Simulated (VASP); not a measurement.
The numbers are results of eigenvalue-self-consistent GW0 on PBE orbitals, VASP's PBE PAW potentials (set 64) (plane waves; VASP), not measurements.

VASP ran on this input.

**KPOINTS**
```
kpoints
0
Gamma
  4 4 4
0 0 0
```

### POSCAR
```
KF
3.7830210
  0.0000000000   0.7071068334   0.7071068334
  0.7071068334   0.0000000000   0.7071068334
  0.7071068334   0.7071068334   0.0000000000
K F
1 1
Cartesian
  0.0000000000   0.0000000000   0.0000000000
  0.7071068334   0.7071068334   0.7071068334
```

**INCAR**
```
! general
SYSTEM     =KF
PREC       =Normal
ENCUT      =500
LREAL      =.False.
LASPH      =.True.
NBANDS     =160

! electronic loop
ALGO       =EVGW0

! smearing
ISMEAR     =0
SIGMA      =0.01

! functional
GGA        =PE

! output
LWAVE      =.False.
LCHARG     =.False.

! other
NELMGW     =4
NOMEGA     =64
ENCUTGW    =200
NBANDSGW   =16
LSPECTRALGW=.True.
```

POTCAR, in this order: K_sv_GW F_GW_new (PBE.64 set). Program: vasp_std. Read from the step before: WAVECAR, WAVEDER.

Output of the run:

### OSZICAR
```
energies w=
    0.000    0.000    0.743    0.000    1.484    0.000    2.222    0.000
    2.955    0.000    3.682    0.000    4.401    0.000    5.113    0.000
    5.815    0.000    6.508    0.000    7.191    0.000    7.865    0.000
    8.529    0.000    9.185    0.000    9.832    0.000   10.472    0.000
   11.105    0.000   11.732    0.000   12.355    0.000   12.974    0.000
   13.591    0.000   14.207    0.000   14.823    0.000   15.442    0.000
   16.063    0.000   16.689    0.000   17.322    0.000   17.964    0.000
   18.616    0.000   19.280    0.000   19.960    0.000   20.656    0.000
   21.373    0.000   22.113    0.000   22.880    0.000   23.678    0.000
   24.509    0.000   25.381    0.000   26.298    0.000   27.266    0.000
   28.293    0.000   29.388    0.000   30.560    0.000   31.821    0.000
   33.187    0.000   34.672    0.000   36.300    0.000   38.093    0.000
   40.083    0.000   42.309    0.000   44.821    0.000   47.679    0.000
   50.967    0.000   54.793    0.000   59.304    0.000   64.705    0.000
   71.289    0.000   79.492    0.000   89.988    0.000  103.884    0.000
  123.124    0.000  151.479    0.000  197.334    0.000  283.890    0.000
NQ=   1    0.0000    0.0000    0.0000,
 performed        196000 updates of chi_q(r,r)
NQ=   2    0.2500    0.0000    0.0000,
 performed        576000 updates of chi_q(r,r)
NQ=   3    0.5000    0.0000    0.0000,
 performed        864000 updates of chi_q(r,r)
NQ=   4    0.2500    0.2500    0.0000,
 performed       1209000 updates of chi_q(r,r)
NQ=   5    0.5000    0.2500    0.0000,
 performed       1671000 updates of chi_q(r,r)
NQ=   6   -0.2500    0.2500    0.0000,
 performed       2082000 updates of chi_q(r,r)
NQ=   7    0.5000    0.5000    0.0000,
 performed       2350000 updates of chi_q(r,r)
NQ=   8   -0.2500    0.5000    0.2500,
 performed       2700000 updates of chi_q(r,r)
 resolving degeneracies of screened two electron integrals
NQ=   1    0.0000    0.0000    0.0000,
 performed        196000 updates of chi_q(r,r)
NQ=   2    0.2500    0.0000    0.0000,
 performed        576000 updates of chi_q(r,r)
NQ=   3    0.5000    0.0000    0.0000,
 performed        864000 updates of chi_q(r,r)
NQ=   4    0.2500    0.2500    0.0000,
 performed       1209000 updates of chi_q(r,r)
NQ=   5    0.5000    0.2500    0.0000,
 performed       1671000 updates of chi_q(r,r)
NQ=   6   -0.2500    0.2500    0.0000,
 performed       2082000 updates of chi_q(r,r)
NQ=   7    0.5000    0.5000    0.0000,
 performed       2350000 updates of chi_q(r,r)
NQ=   8   -0.2500    0.5000    0.2500,
 performed       2700000 updates of chi_q(r,r)
 resolving degeneracies of screened two electron integrals
NQ=   1    0.0000    0.0000    0.0000,
 performed        196000 updates of chi_q(r,r)
NQ=   2    0.2500    0.0000    0.0000,
 performed        576000 updates of chi_q(r,r)
NQ=   3    0.5000    0.0000    0.0000,
 performed        864000 updates of chi_q(r,r)
NQ=   4    0.2500    0.2500    0.0000,
 performed       1209000 updates of chi_q(r,r)
NQ=   5    0.5000    0.2500    0.0000,
 performed       1671000 updates of chi_q(r,r)
NQ=   6   -0.2500    0.2500    0.0000,
 performed       2082000 updates of chi_q(r,r)
NQ=   7    0.5000    0.5000    0.0000,
 performed       2350000 updates of chi_q(r,r)
NQ=   8   -0.2500    0.5000    0.2500,
 performed       2700000 updates of chi_q(r,r)
 resolving degeneracies of screened two electron integrals
NQ=   1    0.0000    0.0000    0.0000,
 performed        196000 updates of chi_q(r,r)
NQ=   2    0.2500    0.0000    0.0000,
 performed        576000 updates of chi_q(r,r)
NQ=   3    0.5000    0.0000    0.0000,
 performed        864000 updates of chi_q(r,r)
NQ=   4    0.2500    0.2500    0.0000,
 performed       1209000 updates of chi_q(r,r)
NQ=   5    0.5000    0.2500    0.0000,
 performed       1671000 updates of chi_q(r,r)
NQ=   6   -0.2500    0.2500    0.0000,
 performed       2082000 updates of chi_q(r,r)
NQ=   7    0.5000    0.5000    0.0000,
 performed       2350000 updates of chi_q(r,r)
NQ=   8   -0.2500    0.5000    0.2500,
 performed       2700000 updates of chi_q(r,r)
 resolving degeneracies of screened two electron integrals
```

**OUTCAR**
```


 k-point   1 :       0.0000    0.0000    0.0000
  band No. old QP-enery  QP-energies   sigma(KS)   T+V_ion+V_H  V^pw_x(r,r')   Z            occupation Imag(sigma)

      1     -30.1301     -30.1665     -22.0469      -8.1385     -30.7053       0.6583       2.0000       0.5641
      2     -23.8216     -23.8711     -27.8096       3.9172     -37.0153       0.6985       2.0000       0.7967
      3     -13.9347     -13.9455     -22.1764       8.2288     -24.9167       0.8445       2.0000       0.0962
      4     -13.9347     -13.9455     -22.1764       8.2288     -24.9167       0.8445       2.0000       0.0962
      5     -13.9347     -13.9455     -22.1764       8.2288     -24.9167       0.8445       2.0000       0.0962
      6      -3.5275      -3.5490     -24.8653      21.3103     -29.5418       0.7805       2.0000       0.1100
      7      -3.5275      -3.5490     -24.8653      21.3103     -29.5418       0.7805       2.0000       0.1100
      8      -3.5275      -3.5490     -24.8653      21.3103     -29.5418       0.7805       2.0000       0.1100
      9       6.8979       6.8979      -6.6548      13.5526      -3.8193       0.8923       0.0000      -0.0466
     10      12.9631      12.9644      -7.8937      20.8583      -4.6997       0.8766       0.0000      -0.0601
     11      12.9631      12.9644      -7.8937      20.8583      -4.6997       0.8766       0.0000      -0.0601
     12      12.9631      12.9644      -7.8937      20.8583      -4.6997       0.8766       0.0000      -0.0601
     13      15.2423      15.2440      -9.2915      24.5358      -5.8894       0.8685       0.0000      -0.0621
     14      15.2423      15.2440      -9.2915      24.5358      -5.8894       0.8685       0.0000      -0.0621
     15      17.0279      17.0297      -3.9163      20.9464      -0.6595       0.8612       0.0000      -0.1305
     16      27.2130      27.2138      -9.1745      36.3885      -4.4771       0.8205       0.0000      -0.4309

 k-point   2 :       0.2500    0.0000    0.0000
  band No. old QP-enery  QP-energies   sigma(KS)   T+V_ion+V_H  V^pw_x(r,r')   Z            occupation Imag(sigma)

      1     -30.0826     -30.1191     -22.0957      -8.0422     -30.7343       0.6597       2.0000       0.5553
      2     -23.8691     -23.9195     -27.7423       3.8006     -36.9470       0.6945       2.0000       0.7951
      3     -14.0858     -14.0970     -22.0306       7.9316     -24.7813       0.8414       2.0000       0.0930
      4     -13.9577     -13.9687     -22.1459       8.1752     -24.8717       0.8432       2.0000       0.0897
      5     -13.9577     -13.9687     -22.1459       8.1752     -24.8717       0.8432       2.0000       0.0897
      6      -4.0373      -4.0587     -23.5889      19.5242     -28.0946       0.7812       2.0000       0.1141
      7      -3.7314      -3.7529     -24.4817      20.7228     -29.1300       0.7805       2.0000       0.1121
      8      -3.7314      -3.7529     -24.4817      20.7228     -29.1300       0.7805       2.0000       0.1121
      9       8.5754       8.5751      -7.9170      16.4920      -5.1485       0.8817       0.0000      -0.0491
     10      11.8777      11.8786      -7.4840      19.3628      -4.4218       0.8783       0.0000      -0.0583
     11      13.8915      13.8929      -8.5125      22.4056      -5.2365       0.8689       0.0000      -0.0663
     12      13.8915      13.8929      -8.5125      22.4056      -5.2365       0.8689       0.0000      -0.0663
     13      15.9366      15.9382      -9.9222      25.8607      -6.4580       0.8609       0.0000      -0.0703
     14      15.9366      15.9382      -9.9222      25.8607      -6.4580       0.8609       0.0000      -0.0703
     15      20.4557      20.4570      -7.5279      27.9852      -3.6973       0.8762       0.0000      -0.2686
     16      22.1249      22.1255      -7.2120      29.3375      -3.3433       0.8742       0.0000      -0.3109

 k-point   3 :       0.5000    0.0000    0.0000
  band No. old QP-enery  QP-energies   sigma(KS)   T+V_ion+V_H  V^pw_x(r,r')   Z            occupation Imag(sigma)

      1     -30.0342     -30.0706     -22.1457      -7.9435     -30.7642       0.6617       2.0000       0.5463
      2     -23.9155     -23.9679     -27.6726       3.6805     -36.8765       0.6847       2.0000       0.7939
      3     -14.2350     -14.2465     -21.8952       7.6465     -24.6611       0.8395       2.0000       0.0909
      4     -13.9803     -13.9914     -22.1166       8.1231     -24.8279       0.8416       2.0000       0.0831
      5     -13.9803     -13.9914     -22.1166       8.1231     -24.8279       0.8416       2.0000       0.0831
      6      -4.4631      -4.4845     -22.7869      18.2964     -27.2187       0.7821       2.0000       0.1205
      7      -3.9269      -3.9488     -24.1359      20.1808     -28.7634       0.7773       2.0000       0.1151
      8      -3.9269      -3.9488     -24.1359      20.1808     -28.7634       0.7773       2.0000       0.1151
      9      10.6078      10.6076      -9.2126      19.8202      -6.4743       0.8702       0.0000      -0.0543
     10      11.4538      11.4545      -6.7364      18.1910      -3.6727       0.8799       0.0000      -0.0596
     11      14.8294      14.8306      -9.7448      24.5756      -6.4087       0.8591       0.0000      -0.0737
     12      14.8294      14.8306      -9.7448      24.5756      -6.4087       0.8591       0.0000      -0.0737
     13      17.7871      17.7891     -10.8984      28.6879      -7.1154       0.8431       0.0000      -0.1022
     14      17.7871      17.7891     -10.8984      28.6879      -7.1154       0.8431       0.0000      -0.1022
     15      18.8457      18.8473      -9.7807      28.6283      -5.8282       0.8519       0.0000      -0.1891
     16      19.3796      19.3809      -6.0552      25.4362      -2.4905       0.8681       0.0000      -0.1387

 k-point   4 :       0.2500    0.2500    0.0000
  band No. old QP-enery  QP-energies   sigma(KS)   T+V_ion+V_H  V^pw_x(r,r')   Z            occupation Imag(sigma)

      1     -30.0690     -30.1053     -22.1100      -8.0140     -30.7453       0.6601       2.0000       0.5558
      2     -23.8616     -23.9119     -27.7715       3.8377     -36.9817       0.6959       2.0000       0.7950
      3     -14.1115     -14.1227     -21.9672       7.8424     -24.7059       0.8409       2.0000       0.0906
      4     -14.0553     -14.0661     -22.0443       7.9762     -24.8058       0.8442       2.0000       0.1058
      5     -14.0553     -14.0661     -22.0443       7.9762     -24.8058       0.8442       2.0000       0.1058
      6      -4.0998      -4.1216     -23.6838      19.5561     -28.2284       0.7787       2.0000       0.1162
      7      -3.5884      -3.6097     -24.7226      21.1069     -29.3640       0.7817       2.0000       0.1100
      8      -3.5884      -3.6097     -24.7226      21.1069     -29.3640       0.7817       2.0000       0.1100
      9       8.9194       8.9194      -7.5239      16.4432      -4.6545       0.8837       0.0000      -0.0506
     10      10.8544      10.8554      -6.8429      17.6984      -3.8399       0.8843       0.0000      -0.0530
     11      14.7718      14.7732      -8.9011      23.6745      -5.5210       0.8624       0.0000      -0.0743
     12      14.7718      14.7732      -8.9011      23.6745      -5.5210       0.8624       0.0000      -0.0743
     13      15.3487      15.3499     -10.3168      25.6669      -6.9732       0.8569       0.0000      -0.0744
     14      15.9840      15.9858      -9.6321      25.6181      -6.1364       0.8646       0.0000      -0.0666
     15      21.4883      21.4889      -6.6818      28.1707      -2.9388       0.9049       0.0000      -0.3225
     16      21.8983      21.8994      -7.6644      29.5641      -3.6486       0.8593       0.0000      -0.2293

 k-point   5 :       0.5000    0.2500    0.0000
  band No. old QP-enery  QP-energies   sigma(KS)   T+V_ion+V_H  V^pw_x(r,r')   Z            occupation Imag(sigma)

      1     -30.0230     -30.0590     -22.1577      -7.9195     -30.7765       0.6638       2.0000       0.5502
      2     -23.8837     -23.9345     -27.7569       3.7997     -36.9711       0.6901       2.0000       0.7938
      3     -14.3436     -14.3545     -21.7154       7.3589     -24.5116       0.8435       2.0000       0.1177
      4     -14.1486     -14.1595     -21.9370       7.7755     -24.7000       0.8429       2.0000       0.1041
      5     -14.0797     -14.0906     -22.0128       7.9202     -24.7626       0.8429       2.0000       0.1002
      6      -4.0663      -4.0877     -23.6552      19.5615     -28.1466       0.7814       2.0000       0.1141
      7      -3.8241      -3.8456     -24.2591      20.4074     -28.8412       0.7800       2.0000       0.1120
      8      -3.7636      -3.7851     -24.4248      20.6336     -29.0485       0.7800       2.0000       0.1120
      9      10.6601      10.6606      -7.5995      18.2603      -4.6980       0.8789       0.0000      -0.0534
     10      11.2154      11.2158      -7.8485      19.0643      -4.8561       0.8753       0.0000      -0.0585
     11      14.1506      14.1516      -9.5139      23.6657      -6.2527       0.8645       0.0000      -0.0678
     12      15.7742      15.7757      -9.9270      25.7031      -6.4553       0.8533       0.0000      -0.0808
     13      17.4759      17.4779     -10.4408      27.9191      -6.7007       0.8470       0.0000      -0.0947
     14      17.1872      17.1889      -9.6089      26.7981      -5.9451       0.8450       0.0000      -0.1143
     15      17.5323      17.5337      -8.2638      25.7977      -4.5825       0.8546       0.0000      -0.1278
     16      19.6529      19.6542      -7.2954      26.9498      -3.5755       0.8588       0.0000      -0.1757

 k-point   6 :      -0.2500    0.2500    0.0000
  band No. old QP-enery  QP-energies   sigma(KS)   T+V_ion+V_H  V^pw_x(r,r')   Z            occupation Imag(sigma)

      1     -30.0365     -30.0730     -22.1433      -7.9482     -30.7652       0.6619       2.0000       0.5498
      2     -23.8907     -23.9428     -27.7276       3.7610     -36.9366       0.6863       2.0000       0.7939
      3     -14.2166     -14.2274     -21.8483       7.6189     -24.6348       0.8437       2.0000       0.1188
      4     -14.1554     -14.1667     -21.9575       7.7886     -24.7076       0.8400       2.0000       0.0895
      5     -13.9827     -13.9938     -22.1130       8.1171     -24.8264       0.8414       2.0000       0.0840
...
```
(Selected blocks of OUTCAR.)

The mesh is coarse and the basis finite, so the quasiparticle values are not converged.

The compound is KF in the rock salt structure. The cell was not relaxed at this level. The k-mesh is coarse (spacing up to 0.51 per Å, 2π included), so the numbers may not be converged in it.
